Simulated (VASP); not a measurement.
Method: PBE GGA, VASP's PBE PAW potentials (set 64) (plane waves; VASP).

A VASP calculation is set up with these files.

### KPOINTS
```
Automatic mesh
0
G
 5 5 3
```

POSCAR:
```
LaP
1
    4.2739150000     0.0000000000     0.0000000000
    0.0000000000     4.2739150000     0.0000000000
    0.0000000000     0.0000000000     7.5255390000
La P
2 2
Direct
  0.0000000000   0.5000000000   0.0000000000
  0.5000000000   0.0000000000   0.5000000000
  0.0000000000   0.0000000000   0.2500000000
  0.0000000000   0.0000000000   0.7500000000
```

**INCAR**
```
# general
SYSTEM  = LaP
PREC    = Accurate
ENCUT   = 400
LREAL   = .FALSE.
LASPH   = .TRUE.

# electronic loop
EDIFF   = 1E-6
NELM    = 100   # most electronic steps
ALGO    = Normal   # blocked Davidson
LMAXMIX = 6   # l cut-off of mixed one-centre charges

# smearing
ISMEAR  = 0
SIGMA   = 0.05

# functional
GGA     = PE   # PBE

# ions
ISIF    = 2   # forces and stress, cell fixed

# output
LWAVE   = .FALSE.
LCHARG  = .FALSE.
```

POTCAR, in this order: La P (PBE.64 set). Program: vasp_std.

Problem. Estimate the energy per atom (σ→0), pressure, band gap (on the k-mesh).

Solution. 
```json
{
 "energy per atom (σ→0)": "-5.887 eV/atom",
 "band gap (on the k-mesh)": "none (metal, semimetal or under 0.01 eV)",
 "pressure": "1.60 GPa"
}
```

### OSZICAR
```
...
DAV:   9    -0.235484403553E+02   -0.25559E-02   -0.25853E-02   952   0.120E+00    0.320E-01
DAV:  10    -0.235500507832E+02   -0.16104E-02   -0.73953E-03   864   0.805E-01    0.910E-02
DAV:  11    -0.235496738750E+02    0.37691E-03   -0.10352E-03   784   0.267E-01    0.490E-02
DAV:  12    -0.235496616008E+02    0.12274E-04   -0.41491E-04   784   0.107E-01    0.116E-02
DAV:  13    -0.235496809966E+02   -0.19396E-04   -0.57190E-05   840   0.559E-02    0.118E-02
DAV:  14    -0.235496824224E+02   -0.14258E-05   -0.72244E-06   656   0.271E-02    0.206E-03
DAV:  15    -0.235496828786E+02   -0.45615E-06   -0.95305E-07   408   0.211E-02
   1 F= -.23549683E+02 E0= -.23548153E+02  d E =-.305944E-02
```

The structure was generated: LaP was put into the PtS type (P4_2/mmc), which need not be its known phase. The cell was not relaxed at this level.
